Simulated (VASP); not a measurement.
Data:

```xyz
3
Lattice="0.0000 2.6580 2.6580 2.6580 0.0000 2.6580 2.6580 2.6580 0.0000" Properties=species:S:1:pos:R:3 pbc="T T T"
Cd     0.0000     0.0000     0.0000
F      1.3290     1.3290     1.3290
F      3.9869     3.9869     3.9869
```

These are LDA (Ceperley-Alder, Perdew-Zunger) with spin-orbit coupling, VASP's LDA PAW potentials (set 64) (plane waves; VASP) values and carry that method's errors. Settings: 520 eV cut-off, 7×7×7 Γ-centred mesh, Gaussian smearing of 0.050 eV, potentials Cd F.

Problem. Give the energies of bands 15 to 28 at the high-symmetry points, in eV from the valence-band maximum.

Solution. 
```json
[
 {"band": "15", "Γ": "-1.18", "X": "-3.29", "U": "-3.51", "L": "-3.03", "W": "-3.59"},
 {"band": "16", "Γ": "-1.18", "X": "-3.29", "U": "-3.51", "L": "-3.03", "W": "-3.59"},
 {"band": "17", "Γ": "-1.09", "X": "-3.28", "U": "-2.75", "L": "-2.56", "W": "-2.69"},
 {"band": "18", "Γ": "-1.09", "X": "-3.28", "U": "-2.75", "L": "-2.56", "W": "-2.69"},
 {"band": "19", "Γ": "-1.09", "X": "-3.14", "U": "-2.41", "L": "-2.10", "W": "-1.66"},
 {"band": "20", "Γ": "-1.09", "X": "-3.14", "U": "-2.41", "L": "-2.10", "W": "-1.66"},
 {"band": "21", "Γ": "-0.47", "X": "-0.61", "U": "-1.08", "L": "-2.04", "W": "-1.64"},
 {"band": "22", "Γ": "-0.47", "X": "-0.61", "U": "-1.08", "L": "-2.04", "W": "-1.64"},
 {"band": "23", "Γ": "-0.47", "X": "-0.14", "U": "-0.41", "L": "-0.43", "W": "-0.71"},
 {"band": "24", "Γ": "-0.47", "X": "-0.14", "U": "-0.41", "L": "-0.43", "W": "-0.71"},
 {"band": "25", "Γ": "-0.33", "X": "-0.05", "U": "-0.20", "L": "-0.28", "W": "0.00"},
 {"band": "26", "Γ": "-0.33", "X": "-0.05", "U": "-0.20", "L": "-0.28", "W": "0.00"},
 {"band": "27", "Γ": "2.93", "X": "8.07", "U": "8.04", "L": "7.25", "W": "8.16"},
 {"band": "28", "Γ": "2.93", "X": "8.07", "U": "8.04", "L": "7.25", "W": "8.16"}
]
```

The gap is indirect, 2.93 eV, from the valence maximum at W to the conduction minimum at Γ.

The structure comes from a computed database's CdF2 entry (Fm-3m); how it stands against other phases isn't given here. It was relaxed first.
